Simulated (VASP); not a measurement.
A run of VASP 6.6.1:

File INCAR:

```
SYSTEM = HfTaN3
PREC = Accurate
ENCUT = 520
EDIFF = 1E-7
ISMEAR = 0
SIGMA = 0.1
LREAL = .FALSE.
LASPH = .TRUE.
NELM = 120
ALGO = Normal
ISIF = 3
LWAVE = .FALSE.
LCHARG = .FALSE.
GGA = PE
IBRION = 2
NSW = 60
EDIFFG = -0.005
POTIM = 0.3
KPAR = 8
```

KPOINTS

```
regular mesh
0
G
  10 10 4
  0 0 0
```

Contents of POSCAR:

```
HfTaN3                                  
1.0
    1.5193467987     -4.9279435627     -0.0000000000
    1.5193467987      4.9279435627      0.0000000000
    0.0000000000     -0.0000000000      7.4390294830
  Hf              Ta              N             
     2     2     6
Direct
     0.2567975155625176    0.7432024844374823    0.2500000000000000
     0.7432024844374823    0.2567975155625176    0.7500000000000000
     0.0000000000000000    0.0000000000000000    0.0000000000000000
     0.0000000000000000    0.0000000000000000    0.5000000000000000
     0.9075418040054783    0.0924581959945216    0.2500000000000000
     0.0924581959945216    0.9075418040054783    0.7500000000000000
     0.6373679784988802    0.3626320215011198    0.0722955587018065
     0.6373679784988802    0.3626320215011198    0.4277044412981936
     0.3626320215011198    0.6373679784988802    0.5722955587018065
     0.3626320215011198    0.6373679784988802    0.9277044412981935
```

Potentials or basis: VASP PAW PBE potentials, release 64 (Hf_pv, Ta_pv, N).

Run with:

```sh
$ cat potpaw_PBE.64/Hf_pv/POTCAR potpaw_PBE.64/Ta_pv/POTCAR potpaw_PBE.64/N/POTCAR > POTCAR
$ mpirun -np 8 vasp_std > vasp.out
```

Hardware: 8 MPI ranks on AMD EPYC 9R45 (Zen 5), with other jobs on the host.

Task: Estimate the wall time of this run.

Result: Run time: 67 s on 8 MPI ranks on AMD EPYC 9R45 (Zen 5), on a shared host, peak memory 0.56 GiB a rank. Counts: scf iterations 18, k points 93, ion steps 1.
